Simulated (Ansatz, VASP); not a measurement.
# Tl2Te in two plane-wave programs

Aim: how closely do two programs agree when they are given the same cell, functional and k mesh? The cell is generated by rule, not measured, and may not be a known phase. The cell is taken from a series of runs on this material, whose earlier steps may have relaxed, scaled, displaced or heated it; both programs get it as it stands.

Calculated with Ansatz 0.2.0; plane waves, with VASP 6.6.1 beside it; zone-centre phonons at PBEsol.

The structure was built from a prototype and need not be the compound's stable phase.

## 1. The structure

Symmetry: Fm-3m, No. 225, cubic system. The conventional cell has a = 7.671 Å, b = 7.671 Å, c = 7.671 Å, α = 90.00°, β = 90.00°, γ = 90.00°. Nearest to Te lie 8 Tl at 3.32 Å. Nearest to Tl lie 4 Te at 3.32 Å. Farther neighbours and most contacts between anions are not listed.

Coordinates:

```xyz
3
Lattice="0.0000 3.8355 3.8355 3.8355 0.0000 3.8355 3.8355 3.8355 0.0000" Properties=species:S:1:pos:R:3 pbc="T T T"
Te    0.0000    0.0000    0.0000
Tl    1.9177    1.9177    1.9177
Tl    5.7532    5.7532    5.7532
```

## 2. VASP: zone-centre phonons, PBEsol

Second derivatives magnify differences that forces hide, and they need a tight electronic threshold.

Lines of VASP's logs that name or quote its potential files are left out, and so is its time.

File INCAR:

```
SYSTEM = Tl2Te
PREC = Accurate
ENCUT = 500
EDIFF = 1E-08
NELM = 120
ISMEAR = 0
SIGMA = 0.01
LREAL = .FALSE.
ALGO = Normal
GGA = PS
NBANDS = 22
LORBIT = 11
LWAVE = .FALSE.
LCHARG = .FALSE.
ISIF = 2
IBRION = 8
LASPH = .TRUE.
GGA_COMPAT = .FALSE.
EFERMI = MIDGAP
KPAR = 2
```

File POSCAR:

```
Tl2Te
1.0
    0.0000000000      3.8354657154      3.8354657154
    3.8354657154      0.0000000000      3.8354657154
    3.8354657154      3.8354657154      0.0000000000
Te Tl
1 2
Direct
    0.0000000000      0.0000000000      0.0000000000
    0.2500000000      0.2500000000      0.2500000000
    0.7500000000      0.7500000000      0.7500000000
```

File KPOINTS:

```
Automatic mesh
0
Gamma
8 8 8
0 0 0
```

Potentials, in the order of the species: Te and Tl_d (PBE family, release 64).

Command:

```sh
> mpirun -np 2 vasp_std
```

Numbers of over 12 decimals in the logs are rounded to 6 here.

Output:

```text
[banner, memory and clock lines left out]
running    2 mpi-ranks, on    1 nodes
 distrk:  each k-point on    1 cores,    2 groups
 distr:  one band on    1 cores,    1 groups

 POSCAR found type information on POSCAR TeTl
 POSCAR found :  2 types and       3 ions
|                                                                             |
|               ----> ADVICE to this user running VASP <----                  |
|                                                                             |
|     You enforced a specific xc type in the INCAR file but a different       |
|     [... a line on the potential file left out ...]
|     I HOPE YOU KNOW WHAT YOU ARE DOING!                                     |
|                                                                             |

 LDA part: xc-table for (Slater+PW92), standard interpolation
 POSCAR, INCAR and KPOINTS ok, starting setup
 FFT: planning ... GRIDC
 FFT: planning ... GRID_SOFT
 FFT: planning ... GRID
 WAVECAR not read
 entering main loop
       N       E                     dE             d eps       ncg     rms          rms(c)
DAV:   1     0.144618298081E+03    0.14462E+03   -0.14955E+04  1308   0.122E+03
DAV:   2    -0.472788833583E+01   -0.14935E+03   -0.14328E+03  1474   0.253E+02
DAV:   3    -0.939563643206E+01   -0.46677E+01   -0.45912E+01  1510   0.367E+01
DAV:   4    -0.945803065934E+01   -0.62394E-01   -0.62377E-01  1402   0.445E+00
DAV:   5    -0.945932998408E+01   -0.12993E-02   -0.12993E-02  1510   0.669E-01    0.532E+00
DAV:   6    -0.926942242466E+01    0.18991E+00   -0.21927E-01  1282   0.343E+00    0.365E+00
DAV:   7    -0.926719007764E+01    0.22323E-02   -0.90871E-02  1312   0.153E+00    0.136E+00
DAV:   8    -0.926708742777E+01    0.10265E-03   -0.68584E-03  1306   0.600E-01    0.263E-01
DAV:   9    -0.926747381163E+01   -0.38638E-03   -0.10092E-03  1372   0.179E-01    0.412E-02
DAV:  10    -0.926766039811E+01   -0.18659E-03   -0.14042E-04  1370   0.482E-02    0.339E-02
DAV:  11    -0.926784960574E+01   -0.18921E-03   -0.28871E-04  1312   0.686E-02    0.173E-02
DAV:  12    -0.926784900770E+01    0.59804E-06   -0.52316E-06  1360   0.173E-02    0.102E-02
DAV:  13    -0.926785126171E+01   -0.22540E-05   -0.63210E-06  1312   0.108E-02    0.779E-03
DAV:  14    -0.926785133895E+01   -0.77240E-07   -0.20901E-07  1474   0.242E-03    0.508E-03
DAV:  15    -0.926785142256E+01   -0.83617E-07   -0.42913E-08  1142   0.777E-04    0.975E-04
DAV:  16    -0.926785142105E+01    0.15166E-08   -0.15472E-08  1132   0.100E-03
   1 F= -.92678514E+01 E0= -.92678514E+01  d E =-.232129E-16
 Linear response reoptimize wavefunctions to high precision
DAV:   1    -0.926785141673E+01    0.43165E-08   -0.42158E-09  1288   0.306E-04
DAV:   2    -0.926785141679E+01   -0.60027E-10   -0.55842E-11   674   0.452E-05
 Linear response DOF=           2
 Linear response progress:
  Degree of freedom:   1/  2
       N       E                     dE             d eps       ncg     rms          rms(c)
RMM:   1    -0.519356277168E-01   -0.51936E-01    0.67189E-02  5244   0.687E-01
RMM:   2    -0.510576156140E-01    0.87801E-03   -0.16812E-03  3972   0.161E-01    0.478E-02
RMM:   3    -0.511825905465E-01   -0.12497E-03   -0.11294E-04  4019   0.411E-02    0.322E-02
RMM:   4    -0.512915602370E-01   -0.10897E-03   -0.34826E-05  3996   0.228E-02    0.653E-03
RMM:   5    -0.512910061329E-01    0.55410E-06   -0.10547E-06  4061   0.478E-03    0.238E-03
RMM:   6    -0.512775907553E-01    0.13415E-04   -0.16242E-07  3976   0.166E-03    0.416E-04
RMM:   7    -0.512786461248E-01   -0.10554E-05   -0.19188E-08  4107   0.509E-04    0.224E-04
RMM:   8    -0.512771781411E-01    0.14680E-05   -0.70190E-09  4012   0.248E-04    0.944E-05
RMM:   9    -0.512770677274E-01    0.11041E-06   -0.26402E-09  4090   0.748E-05    0.392E-05
RMM:  10    -0.512772909483E-01   -0.22322E-06   -0.48381E-09  4110   0.385E-05    0.128E-05
RMM:  11    -0.512772874799E-01    0.34685E-08    0.16842E-08  4091   0.228E-05    0.462E-06
 first order change of Fermi-energy   0.12796E-02
 force on displaced ion       1 direction 1 :  -2.103   0.000   0.000
 Linear response progress:
  Degree of freedom:   2/  2
       N       E                     dE             d eps       ncg     rms          rms(c)
RMM:   1    -0.343891589639E+00   -0.34389E+00   -0.24082E-01  6909   0.368E+00
RMM:   2    -0.344659793837E+00   -0.76820E-03   -0.34616E-03  6314   0.445E-01    0.350E-02
RMM:   3    -0.344510870171E+00    0.14892E-03   -0.77850E-05  7263   0.626E-02    0.188E-02
RMM:   4    -0.344358984870E+00    0.15189E-03   -0.12842E-05  7362   0.194E-02    0.454E-03
RMM:   5    -0.344366640256E+00   -0.76554E-05   -0.39894E-07  7323   0.336E-03    0.287E-03
RMM:   6    -0.344369125979E+00   -0.24857E-05   -0.12493E-07  6930   0.219E-03    0.263E-04
RMM:   7    -0.344368951695E+00    0.17428E-06    0.17998E-08  7430   0.444E-04    0.161E-04
RMM:   8    -0.344368920518E+00    0.31178E-07   -0.12849E-09  6381   0.214E-04    0.488E-05
RMM:   9    -0.344369127149E+00   -0.20663E-06   -0.33989E-09  7482   0.929E-05    0.934E-06
RMM:  10    -0.344369226248E+00   -0.99100E-07   -0.48469E-09  7635   0.440E-05    0.297E-06
RMM:  11    -0.344369216266E+00    0.99820E-08   -0.45864E-09  7587   0.326E-05    0.128E-06
 first order change of Fermi-energy  -0.13976E-03
 force on displaced ion       2 direction 1 :  -1.711   0.000   0.000
 Linear response finished
```

Parts of OUTCAR (step 2):

```text
ion  position               nearest neighbor table
   1  0.000  0.000  0.000-   3 3.32   3 3.32   3 3.32   2 3.32   3 3.32   2 3.32   2 3.32   2 3.32

  LATTYP: Found a face centered cubic cell.
 ALAT       =     7.6709314308

 Subroutine GETGRP returns: Found 48 space group operations
 (whereof 48 operations were pure point group operations)

The static configuration has the point symmetry O_h .

 Found     29 irreducible k-points:

   k-points           NKPTS =     29   k-points in BZ     NKDIM =     29   number of bands    NBANDS=     22

   dimension x,y,z NGX =    40 NGY =   40 NGZ =   40
   dimension x,y,z NGXF=    80 NGYF=   80 NGZF=   80

   ENCUT  =  500.0 eV  36.75 Ry    6.06 a.u.   9.89  9.89  9.89*2*pi/ulx,y,z

   NELECT =      32.0000    total number of electrons

 k-points in reciprocal lattice and weights: Automatic mesh
   0.00000000  0.00000000  0.00000000       0.002
   0.12500000  0.00000000  0.00000000       0.016
   0.25000000  0.00000000  0.00000000       0.016
   0.37500000  0.00000000  0.00000000       0.016
   0.50000000  0.00000000  0.00000000       0.008
   0.12500000  0.12500000  0.00000000       0.012
   0.25000000  0.12500000  0.00000000       0.047
   0.37500000  0.12500000  0.00000000       0.047
   0.50000000  0.12500000  0.00000000       0.047
[...]
-0.37500000  0.50000000  0.12500000       0.023
  -0.25000000  0.50000000  0.25000000       0.012

 average (electrostatic) potential at core
       1 -89.7723       2 -84.9390       3 -84.9390

  Total       -0.0229306     -0.0229306     -0.0229306      0.0000000      0.0000000      0.0000000
  in kB       -0.3255681     -0.3255681     -0.3255681      0.0000000      0.0000000      0.0000000
  external PRESSURE =      -0.3255681 kB  Pullay stress =       0.0000000 kB

  energy-cutoff  :      500.00
  volume of cell :      112.85
      direct lattice vectors                 reciprocal lattice vectors
     0.000000000  3.835465715  3.835465715    -0.130362266  0.130362266  0.130362266
     3.835465715  0.000000000  3.835465715     0.130362266 -0.130362266  0.130362266
     3.835465715  3.835465715  0.000000000     0.130362266  0.130362266 -0.130362266

 POSITION                                       TOTAL-FORCE (eV/Angst)
 -----------------------------------------------------------------------------------
      0.00000      0.00000      0.00000        -0.000000     -0.000000     -0.000000
      1.91773      1.91773      1.91773         0.000000      0.000000      0.000000
      5.75320      5.75320      5.75320        -0.000000     -0.000000     -0.000000
 -----------------------------------------------------------------------------------
    total drift:                                0.000000     -0.000000      0.000000

 Eigenvectors and eigenvalues of the dynamical matrix
 ----------------------------------------------------

   1 f  =    2.296550 THz    14.429650 2PiTHz   76.604664 cm-1     9.497764 meV
             X         Y         Z           dx          dy          dz
      0.000000  0.000000  0.000000    -0.766200    0.420267    0.000000
      1.917733  1.917733  1.917733     0.301379   -0.165309   -0.000000
      5.753199  5.753199  5.753199     0.301379   -0.165309    0.000000

   2 f  =    2.296550 THz    14.429650 2PiTHz   76.604664 cm-1     9.497764 meV
             X         Y         Z           dx          dy          dz
      0.000000  0.000000  0.000000     0.420267    0.766200   -0.000000
      1.917733  1.917733  1.917733    -0.165309   -0.301379    0.000000
      5.753199  5.753199  5.753199    -0.165309   -0.301379    0.000000

   3 f  =    2.296550 THz    14.429650 2PiTHz   76.604664 cm-1     9.497764 meV
             X         Y         Z           dx          dy          dz
      0.000000  0.000000  0.000000    -0.000000   -0.000000   -0.873892
      1.917733  1.917733  1.917733     0.000000    0.000000    0.343739
      5.753199  5.753199  5.753199     0.000000   -0.000000    0.343739

   4 f  =    1.686673 THz    10.597678 2PiTHz   56.261349 cm-1     6.975515 meV
             X         Y         Z           dx          dy          dz
      0.000000  0.000000  0.000000     0.000000    0.000000    0.000000
      1.917733  1.917733  1.917733    -0.286745    0.646357   -0.000000
      5.753199  5.753199  5.753199     0.286745   -0.646357    0.000000

   5 f  =    1.686673 THz    10.597678 2PiTHz   56.261349 cm-1     6.975515 meV
             X         Y         Z           dx          dy          dz
      0.000000  0.000000  0.000000     0.000000    0.000000   -0.000000
      1.917733  1.917733  1.917733     0.644346    0.285853    0.055733
      5.753199  5.753199  5.753199    -0.644346   -0.285853   -0.055733

   6 f  =    1.686673 THz    10.597678 2PiTHz   56.261349 cm-1     6.975515 meV
             X         Y         Z           dx          dy          dz
      0.000000  0.000000  0.000000    -0.000000   -0.000000    0.000000
      1.917733  1.917733  1.917733    -0.050945   -0.022601    0.704907
      5.753199  5.753199  5.753199     0.050945    0.022601   -0.704907

   7 f/i=    0.004283 THz     0.026913 2PiTHz    0.142878 cm-1     0.017715 meV
             X         Y         Z           dx          dy          dz
      0.000000  0.000000  0.000000    -0.000641   -0.486030   -0.009359
      1.917733  1.917733  1.917733    -0.000815   -0.617820   -0.011897
      5.753199  5.753199  5.753199    -0.000815   -0.617820   -0.011897

   8 f/i=    0.004283 THz     0.026913 2PiTHz    0.142878 cm-1     0.017715 meV
             X         Y         Z           dx          dy          dz
      0.000000  0.000000  0.000000     0.483466    0.000339   -0.050732
      1.917733  1.917733  1.917733     0.614560    0.000431   -0.064489
      5.753199  5.753199  5.753199     0.614560    0.000431   -0.064489

   9 f/i=    0.004283 THz     0.026913 2PiTHz    0.142878 cm-1     0.017715 meV
             X         Y         Z           dx          dy          dz
      0.000000  0.000000  0.000000    -0.050729    0.009375   -0.483376
      1.917733  1.917733  1.917733    -0.064485    0.011917   -0.614445
      5.753199  5.753199  5.753199    -0.064485    0.011917   -0.614445

 ELASTIC MODULI CONTR FROM IONIC RELAXATION (kBar)
 Direction    XX          YY          ZZ          XY          YZ          ZX
 --------------------------------------------------------------------------------
 XX          -0.0000     -0.0000      0.0000     -0.0000      0.0000      0.0000
 YY          -0.0000     -0.0000      0.0000     -0.0000      0.0000      0.0000
 ZZ           0.0000      0.0000     -0.0000      0.0000     -0.0000     -0.0000
 XY           0.0000     -0.0000      0.0000    -81.3329     -0.0000      0.0000
 YZ           0.0000      0.0000     -0.0000     -0.0000    -81.3329     -0.0000
 ZX           0.0000      0.0000     -0.0000      0.0000     -0.0000    -81.3329
 --------------------------------------------------------------------------------
```

[end of part 1 of 2]

[Lines on the potential files, build, host, timing and source positions are cut from VASP's logs without a mark.]

[Logs are printed without paths, hosts, clocks, repeated set-up lines and the standing remarks that a program may print on its own settings, such as how far it seeks lower states.]

[Hosts, paths, dates, database ids (printed as entryN), source tags and the programs' standing remarks are cut or masked in the printed files.]
